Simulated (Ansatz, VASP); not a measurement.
# NiF2 (2H NiF2 monolayer): VASP beside Ansatz

Wanted: the spread between two codes on one cell, functional and k mesh. The structure shown is the end of the Ansatz relaxation below.

Method: plane waves, with VASP 6.6.1 beside it; single point at PBE, in Ansatz 0.2.0.

## (1) The structure

The cell holds 3 atoms: 1 Ni and 2 F. Its edges and angles: a = 2.904 Å, b = 2.904 Å, c = 15.340 Å, α = 90.0°, β = 90.0°, γ = 120.0°. As first built, before any earlier steps moved the atoms (in the runner's words): own sheet built from covalent radii; start for a relaxation. Vacuum lies along c.

## (2) Ansatz: relaxation, PBE

Ansatz runs on its default PAW (the set named soft_2) files.

This run makes the geometry at which the two programs are then compared.

input.yaml

```yaml
crystal:
  lattice:
    - [2.9038374479, 0.0, 0.0]
    - [-1.4519187239, 2.5147969983, 0.0]
    - [0.0, 0.0, 15.34]
  atoms:
    - { symbol: Ni, position: [0.0, 0.0, 0.5], spin: 2.0 }
    - { symbol: F, position: [0.3333333333, 0.6666666667, 0.5794388305] }
    - { symbol: F, position: [0.3333333333, 0.6666666667, 0.4205611695] }
magnetization:
  spin_polarized: true
kpoints:
  mp_grid: { grid: [9, 9, 1] }
scf:
  occupations: { method: fermi_dirac, width: 0.05 }
  max_iter: 100
hamiltonian:
  xc: pbe
relax:
  adjacent_minimum: "off"
  f_tol: 0.01
  max_steps: 60
  cell: { fix: [c, alpha, beta] }
```

Launch:

```
$ ansatz run input.yaml --threads 4 --pin off --max-ram 10240MiB --backend cpu --events-out ev --progress --plain --runs-dir out
```

Numbers of over 12 decimals in the logs are rounded to 6 here.

Output:

```text
Engine: ansatz 0.2.0, aarch64-unknown-linux-gnu
Pseudopotentials: kind: paw
Pseudopotential: Ni, paw, valence charge 18, recommended cutoff 420 eV (normal), Ni.paw.azcp
Pseudopotential: F, paw, valence charge 7, recommended cutoff 420 eV (normal), F.paw.azcp
Functional definition: PBE
  parameter kappa = 0.804
  parameter beta = 0.066725
  exchange = pbe_x(kappa = kappa, mu = beta*pi^2/3)
  correlation = pbe_c(beta = beta)
Crystal: 3 atoms, lattice volume = 112.021 Å³
Basis set: ecut = 420 eV, 2163 PW (Γ), exchange–correlation on 40×40×216 points (8 copies of the dense FFT grid, shifted against one another)
Bands: 21, of which v1, the nominal top of the filled ones, is band 16 counted from 1 (15 counted from 0)
Symmetry: 12 space group operations
Space group: P-6m2 (ITA 187), of the structure as read, at distance tolerance 4.8e-5 Å
Magnetic group: BNS 187.209 (UNI 1439), of the structure as read, at distance tolerance 4.8e-5 Å
k-points: 12 of 81 (time reversal used)
Non-local potential: Ni, projectors of the file, l = 0: 3, l = 1: 2, l = 2: 3, l = 3: 1
Non-local potential: F, projectors of the file, l = 0: 2, l = 1: 2, l = 2: 1
PAW form: soft (Blöchl's): semilocal exchange-correlation on the pseudo side does not see the compensation charge
PAW one-centre angular grid: Ni, 590 points (default); XC on 64 Gauss nodes
PAW one-centre angular grid: F, 110 points (default); XC on 64 Gauss nodes
Initial density: superposition of atomic densities (neutral atoms: chi_scale 0, normalization atom)
Starting moments: Σ|m| = 2 μB on 1 of 3 sites
Initial wavefunctions: pseudopotential atomic-orbital guess
Functional: x = pbe(κ = 0.804, μ = 0.219515), c = pbe(β = 0.066725)
SCF iter   1: F=—  HF=-7454.997434 eV  |F-HF|=—  |Δ(HF+E_count)|=         —  Δρ=3.55e-2 (↑3.37e-2 ↓3.55e-2)  dr2=3.86e0  dr2_m=2.02e-1  M=2.000 μB ∫|m|=2.032 μB  β_m=0.30  ethr=3.10e-3  ⟨swp⟩=7.0  Hψ=2544  notcnv=0
Mixer restart at iter 1: flushing history
preconditioner: auto → LDOS  [metal: Δε(μ)=0.023 eV  Ē_g=14.377 eV  σ=0.050 eV  W_gap=0.12  n_scr=10 (ndim 8)  ℏωp=17.2 eV  f_vac=0.687  D(μ)=7.03/eV (n_scr^D=82)]
spin=Collinear: LDOS preconditioning applied to the charge; magnetization (m = ρ↑ − ρ↓) channel mixes plain (no charge-response kernel on spin).
SCF iter   2: F=—  HF=-7454.797514 eV  |F-HF|=—  |Δ(HF+E_count)|=   2.00e-1  Δρ=2.69e-2 (↑2.22e-2 ↓2.69e-2)  dr2=1.92e0  dr2_m=1.37e-1  M=2.000 μB ∫|m|=2.039 μB  β_m=0.43  ethr=3.10e-3  ⟨swp⟩=2.0  Hψ=1031  notcnv=0
SCF iter   3: F=—  HF=-7454.664901 eV  |F-HF|=—  |Δ(HF+E_count)|=   1.33e-1  Δρ=1.62e-2 (↑1.53e-2 ↓1.62e-2)  dr2=5.77e-1  dr2_m=8.28e-2  M=2.000 μB ∫|m|=2.047 μB  β_m=0.71  ethr=3.10e-3  ⟨swp⟩=2.9  Hψ=714  notcnv=0
SCF iter   4: F=—  HF=-7454.647341 eV  |F-HF|=—  |Δ(HF+E_count)|=   1.76e-2  Δρ=4.52e-3 (↑3.54e-3 ↓4.52e-3)  dr2=1.50e-2  dr2_m=1.18e-2  M=2.000 μB ∫|m|=2.064 μB  β_m=0.80  ethr=1.80e-3  ⟨swp⟩=2.3  Hψ=953  notcnv=0
SCF iter   5: F=—  HF=-7454.661825 eV  |F-HF|=—  |Δ(HF+E_count)|=         —  Δρ=1.50e-3 (↑3.51e-4 ↓1.50e-3)  dr2=4.33e-4  dr2_m=6.91e-4  M=2.000 μB ∫|m|=2.066 μB  β_m=0.80  ethr=4.68e-5  ⟨swp⟩=3.7  Hψ=1247  notcnv=0
SCF iter   6: F=—  HF=-7454.662259 eV  |F-HF|=—  |Δ(HF+E_count)|=   4.34e-4  Δρ=5.78e-4 (↑3.04e-4 ↓5.78e-4)  dr2=1.39e-4  dr2_m=1.31e-4  M=2.000 μB ∫|m|=2.067 μB  β_m=0.90  ethr=1.35e-6  ⟨swp⟩=2.3  Hψ=1012  notcnv=0
SCF iter   7: F=—  HF=-7454.662419 eV  |F-HF|=—  |Δ(HF+E_count)|=   1.60e-4  Δρ=1.31e-4 (↑3.51e-5 ↓1.31e-4)  dr2=1.56e-5  dr2_m=5.12e-6  M=2.000 μB ∫|m|=2.068 μB  β_m=0.95  ethr=4.34e-7  ⟨swp⟩=2.1  Hψ=953  notcnv=0
SCF iter   8: F=—  HF=-7454.662437 eV  |F-HF|=—  |Δ(HF+E_count)|=   1.79e-5  Δρ=4.58e-5 (↑1.50e-5 ↓4.58e-5)  dr2=5.97e-7  dr2_m=8.16e-7  M=2.000 μB ∫|m|=2.068 μB  β_m=0.97  ethr=4.87e-8  ⟨swp⟩=2.2  Hψ=886  notcnv=0
SCF iter   9: F=—  HF=-7454.662437 eV  |F-HF|=—  |Δ(HF+E_count)|=   4.58e-7  Δρ=8.02e-6 (↑3.38e-6 ↓8.02e-6)  dr2=2.28e-8  dr2_m=1.75e-8  M=2.000 μB ∫|m|=2.068 μB  β_m=0.96  ethr=1.86e-9  ⟨swp⟩=2.3  Hψ=928  notcnv=0
SCF iter  10: F=-7454.662438 eV  HF=-7454.662438 eV  |F-HF|=5.88e-9  |Δ(HF+E_count)|=   5.22e-8  Δρ=1.91e-6 (↑4.52e-7 ↓1.91e-6)  dr2=6.87e-9  dr2_m=7.65e-10  M=2.000 μB ∫|m|=2.068 μB  ethr=7.12e-11  ⟨swp⟩=2.8  Hψ=1944  notcnv=0
SCF 1 converged in 10 iterations: F = -7454.662438 eV  dr2 = 6.87e-9
  greatest PAW one-centre occupation: 1.002 electrons in one spin orbital (limit 2), on the Ni atom at site 0 (counted from 0), in its partial waves of l = 1
relax step   1: F+E_penalty+E_count = -7454.66243754 eV  Δ(F+E_penalty+E_count) = +0.000e0 eV  max|allowed force component| = 1.556e-3 eV/Å  Δτ_max = 0.0000 Å  P = +0.005 GPa  Ω = 112.021 Å³  fix = [c, alpha, beta]  reactions: c +0.004 GPa  (10 SCF iters, dr2 threshold 1.00e-7 eV, accepted)
Initial density: handed on by an earlier stage of this run
Starting moments: Σ|m| = 2 μB on 1 of 3 sites; this step starts from the density that it was given
Initial wavefunctions: pseudopotential atomic-orbital guess (no wavefunctions were taken with the density)
iter 1 solved again at ethr=1.36e-6 eV; its pass at ethr=3.10e-3 eV (dr2=4.34e-4 eV) is discarded
SCF iter   1: F=—  HF=-7454.662436 eV  |F-HF|=—  |Δ(HF+E_count)|=         —  Δρ=2.49e-6 (↑2.21e-6 ↓2.49e-6)  dr2=1.56e-8  dr2_m=1.91e-10  M=2.000 μB ∫|m|=2.068 μB  β_m=0.65  ethr=1.36e-6  ⟨swp⟩=3.2  Hψ=4121  notcnv=0
eigensolver tolerance schedule: the retry pair's looser diagonalisation over-reported the residual by 27811.80 of it (diagonalisation noise at an unbounded share of the residual, at the tolerance the schedule requests for it); recorded, not acted on — ethr = c·dr2/N_el stays at c = 1.0e-1
preconditioner: auto → LDOS  [metal: Δε(μ)=0.048 eV  Ē_g=13.931 eV  σ=0.050 eV  W_gap=0.23  n_scr=8 (ndim 8)  ℏωp=17.2 eV  f_vac=0.696  D(μ)=2.59/eV (n_scr^D=8)]
spin=Collinear: LDOS preconditioning applied to the charge; magnetization (m = ρ↑ − ρ↓) channel mixes plain (no charge-response kernel on spin).
SCF iter   2: F=—  HF=-7454.662438 eV  |F-HF|=—  |Δ(HF+E_count)|=   1.27e-6  Δρ=3.57e-6 (↑3.23e-6 ↓3.57e-6)  dr2=2.59e-8  dr2_m=2.08e-10  M=2.000 μB ∫|m|=2.068 μB  β_m=0.30  ethr=4.87e-11  ⟨swp⟩=4.0  Hψ=1549  notcnv=0
SCF iter   3: F=—  HF=-7454.662438 eV  |F-HF|=—  |Δ(HF+E_count)|=   1.19e-8  Δρ=1.40e-6 (↑1.09e-6 ↓1.40e-6)  dr2=3.30e-9  dr2_m=8.92e-11  M=2.000 μB ∫|m|=2.068 μB  β_m=0.57  ethr=4.87e-11  ⟨swp⟩=2.0  Hψ=738  notcnv=0
SCF iter   4: F=—  HF=-7454.662438 eV  |F-HF|=—  |Δ(HF+E_count)|=   1.49e-9  Δρ=2.42e-7 (↑2.42e-7 ↓1.82e-7)  dr2=7.03e-11  dr2_m=1.43e-11  M=2.000 μB ∫|m|=2.068 μB  β_m=0.66  ethr=1.03e-11  ⟨swp⟩=2.2  Hψ=883  notcnv=0
SCF iter   5: F=—  HF=-7454.662438 eV  |F-HF|=—  |Δ(HF+E_count)|=  3.15e-10  Δρ=2.61e-7 (↑1.84e-7 ↓2.61e-7)  dr2=9.73e-11  dr2_m=8.76e-12  M=2.000 μB ∫|m|=2.068 μB  β_m=0.66  ethr=1.00e-12  ⟨swp⟩=2.6  Hψ=919  notcnv=0
SCF iter   6: F=—  HF=-7454.662438 eV  |F-HF|=—  |Δ(HF+E_count)|=  4.91e-11  Δρ=1.58e-7 (↑1.16e-7 ↓1.58e-7)  dr2=3.75e-11  dr2_m=2.82e-12  M=2.000 μB ∫|m|=2.068 μB  β_m=0.83  ethr=1.00e-12  ⟨swp⟩=1.0  Hψ=504  notcnv=0
SCF iter   7: F=-7454.662438 eV  HF=-7454.662438 eV  |F-HF|=2.91e-11  |Δ(HF+E_count)|=  4.00e-11  Δρ=1.50e-8 (↑1.50e-8 ↓1.40e-8)  dr2=4.20e-13  dr2_m=2.71e-14  M=2.000 μB ∫|m|=2.068 μB  ethr=1.00e-12  ⟨swp⟩=6.2  Hψ=2352  notcnv=0
SCF 2 converged in 7 iterations: F = -7454.662438 eV  dr2 = 4.20e-13
relax step   2: F+E_penalty+E_count = -7454.66243754 eV  Δ(F+E_penalty+E_count) = -4.774e-9 eV  max|allowed force component| = 1.585e-3 eV/Å  Δτ_max = 0.0000 Å  P = +0.005 GPa  Ω = 112.021 Å³  fix = [c, alpha, beta]  reactions: c +0.005 GPa  stress off target by 5.70e-3 GPa on what of the cell is left free  SCF on the basis re-selected at this cell (its energy is not comparable with the rows above)  (7 SCF iters)
basis re-selected at this cell: Δ(F+E_penalty+E_count) = -4.774e-9 eV, ΔP = +0.000 GPa vs the last step (what re-selecting the basis moved, of the pressure what is left beyond the Pulay correction that the steps carried, after the strain that the cell walked since its last selection, with what the two solves' SCF thresholds leave and, on support functions, any second-order correction that the steps lacked; it is no m [...]
SCF converged after 7 iterations
Magnetization: 2.0000 μB (17.0000 up, 15.0000 down)
Absolute magnetization: 2.0671 μB (∫|ρ↑−ρ↓|, with the PAW one-centre terms)
Spin contamination: 0.0029 ħ² per cell (⟨S²⟩ above its minimum at these occupations)
Per-site moments (μB) at R_I (Å): [(1.622733, 0.854953), (0.163562, 0.854953), (0.163562, 0.854953)]
Free energy (F): -7454.662438 eV
Harris-Foulkes:  -7454.662438 eV  (|F-HF|=2.91e-11)
Internal energy: -7454.640673 eV  (E = F + TS)
E sigma→0 (E₀):  -7454.651555 eV
Entropy (-TS):   -0.021764 eV (-7.255 meV/atom)
Fermi energy:    -3.121636 eV
--- Per-component energies (eV) ---
  E_band       = -855.596646
  E_kinetic    = 684.579745
  E_local      = -25761.315217  (includes V_loc(G=0)·N_el)
  E_nonlocal   = 791.140221
  E_hartree    = 12199.882063
  E_xc         = -239.818715
  E_vxc        = -307.752927  (∫ρ·V_xc dr)
  E_paw        = -2033.898961  (= ΣΔE_a)
  E_vpaw       = -662.017242  (= ΣTr[D̂ρ^β])
  E_aug_tail   = 0.004669  (compensation charges beyond the density's cutoff)
  E_ewald      = 6904.785522
  E_smearing   = -0.021764  (= −TS)
  E_closure    = 0.000000  (closes the sum)
  Σ components = -7454.662438   (vs F -7454.662438, Δ=0.00e0)
--- Forces (eV/Å), atoms counted from 1 ---
  atom   1  Ni    -0.00000000    -0.00000000    -0.00000000
  atom   2  F      0.00000000     0.00000000     0.00158457
  atom   3  F     -0.00000000     0.00000000    -0.00158457
  max |Σ_I F_I| component: 1.85e-17 eV/Å
--- Stress (GPa, compression-positive) ---
        0.005699      -0.000000       0.000000
       -0.000000       0.005699      -0.000000
        0.000000      -0.000000       0.004630
  P = ⅓ Tr σ = 0.0053 GPa (0.053 kbar)
--- Relaxed structure (1 steps of the walk, 1 accepted, 1 SCFs on fresh bases) ---
  F+E_penalty+E_count = -7454.66243754 eV   max|allowed force component| = 1.585e-3 eV/Å   (the final SCF, on the basis selected at the relaxed cell)
  cell:  # Å, volume = 112.0213 Å³
    - [2.903837, -2.886742240875212e-11, 0.0]
    - [-1.451919, 2.514797, 0.0]
    - [0.0, 0.0, 15.34]
  atoms:
    - { symbol: Ni, position: [0.0, -2.8783559898885975e-17, 0.5] }
    - { symbol: F, position: [0.333333, 0.666667, 0.5794388305] }
    - { symbol: F, position: [0.333333, 0.666667, 0.4205611695] }
```

## (3) VASP: single point, PBE

The same cell, functional, mesh and smearing now go to VASP, with its own data sets.

Lines of VASP's logs that name or quote its potential files are left out, and so is its time.

INCAR

```
SYSTEM = NiF2
PREC = Accurate
ENCUT = 600
EDIFF = 1E-06
NELM = 200
ISMEAR = -1
SIGMA = 0.05
LREAL = .FALSE.
ALGO = Normal
GGA = PE
NBANDS = 21
ISPIN = 2
MAGMOM = 1.62 0.16 0.16
LASPH = .TRUE.
LMAXMIX = 4
LORBIT = 11
LWAVE = .FALSE.
LCHARG = .FALSE.
ISIF = 2
GGA_COMPAT = .FALSE.
```

POSCAR

```
NiF2
1.0
    2.9038374479      0.0000000000      0.0000000000
   -1.4519187239      2.5147969983      0.0000000000
    0.0000000000      0.0000000000     15.3400000000
Ni F
1 2
Direct
    0.0000000000      0.0000000000      0.5000000000
    0.3333333333      0.6666666667      0.5794388305
    0.3333333333      0.6666666667      0.4205611695
```

KPOINTS

```
Automatic mesh
0
Gamma
9 9 1
0 0 0
```

Potentials, in the order of the species: Ni and F (PBE family, release 64).

Launch:

```
$ mpirun -np 1 vasp_std
```

Output:

```text
[banner, memory and clock lines left out]
running    1 mpi-ranks, on    1 nodes
 distrk:  each k-point on    1 cores,    1 groups
 distr:  one band on    1 cores,    1 groups

 POSCAR found type information on POSCAR NiF
 POSCAR found :  2 types and       3 ions
 LDA part: xc-table for (Slater+PW92), standard interpolation
 POSCAR, INCAR and KPOINTS ok, starting setup
 FFT: planning ... GRIDC
 FFT: planning ... GRID_SOFT
 FFT: planning ... GRID
 WAVECAR not read
 entering main loop
       N       E                     dE             d eps       ncg     rms          rms(c)
DAV:   1     0.227112046197E+03    0.22711E+03   -0.11261E+04  1008   0.110E+03
DAV:   2     0.113947318026E+02   -0.21572E+03   -0.19981E+03  1128   0.279E+02
DAV:   3    -0.154016184219E+02   -0.26796E+02   -0.26534E+02  1260   0.112E+02
DAV:   4    -0.158173669444E+02   -0.41575E+00   -0.41555E+00  1153   0.168E+01
DAV:   5    -0.158241823030E+02   -0.68154E-02   -0.68153E-02  1276   0.198E+00    0.143E+01
DAV:   6    -0.136186544451E+02    0.22055E+01   -0.25178E+01  1356   0.635E+01    0.188E+01
DAV:   7    -0.130466624093E+02    0.57199E+00   -0.24257E+00  1333   0.404E+01    0.918E+00
DAV:   8    -0.129149587785E+02    0.13170E+00   -0.56376E-01  1282   0.803E+00    0.622E+00
DAV:   9    -0.128907349357E+02    0.24224E-01   -0.74481E-02  1377   0.796E+00    0.266E+00
DAV:  10    -0.128886872730E+02    0.20477E-02   -0.64933E-02  1247   0.745E+00    0.112E+00
DAV:  11    -0.128778792243E+02    0.10808E-01   -0.21582E-02  1319   0.278E+00    0.451E-01
DAV:  12    -0.128805892067E+02   -0.27100E-02   -0.41429E-03  1183   0.760E-01    0.282E-01
DAV:  13    -0.128805409794E+02    0.48227E-04   -0.15654E-03  1242   0.108E+00    0.985E-02
DAV:  14    -0.128814650698E+02   -0.92409E-03   -0.64806E-04  1287   0.359E-01    0.110E-01
DAV:  15    -0.128820604251E+02   -0.59536E-03   -0.25170E-04  1255   0.310E-01    0.402E-02
DAV:  16    -0.128821153904E+02   -0.54965E-04   -0.80876E-05  1302   0.159E-01    0.133E-02
DAV:  17    -0.128821705927E+02   -0.55202E-04   -0.61756E-05  1069   0.552E-02    0.126E-02
DAV:  18    -0.128821980814E+02   -0.27489E-04   -0.13672E-05  1108   0.471E-02    0.102E-02
DAV:  19    -0.128821834624E+02    0.14619E-04   -0.12040E-05  1078   0.254E-02    0.520E-03
DAV:  20    -0.128821789841E+02    0.44784E-05   -0.62314E-07   957   0.214E-02    0.242E-03
DAV:  21    -0.128821810380E+02   -0.20539E-05   -0.14225E-06   968   0.806E-03    0.281E-03
DAV:  22    -0.128821825842E+02   -0.15462E-05   -0.24390E-07   916   0.498E-03    0.144E-03
DAV:  23    -0.128821867519E+02   -0.41676E-05   -0.61628E-07   867   0.605E-03    0.200E-03
DAV:  24    -0.128821871980E+02   -0.44619E-06   -0.98148E-08   896   0.288E-03
   1 F= -.12882187E+02 E0= -.12870536E+02  d E =-.233030E-01  mag=     1.9999
```

(Continued in part 2 of 2.)

[Lines on the potential files, build, host, timing and source positions are cut from VASP's logs without a mark.]

[Logs are printed without paths, hosts, clocks, repeated set-up lines and the standing remarks that a program may print on its own settings, such as how far it seeks lower states.]

[Hosts, paths, dates, database ids (printed as entryN), source tags and the programs' standing remarks are cut or masked in the printed files.]
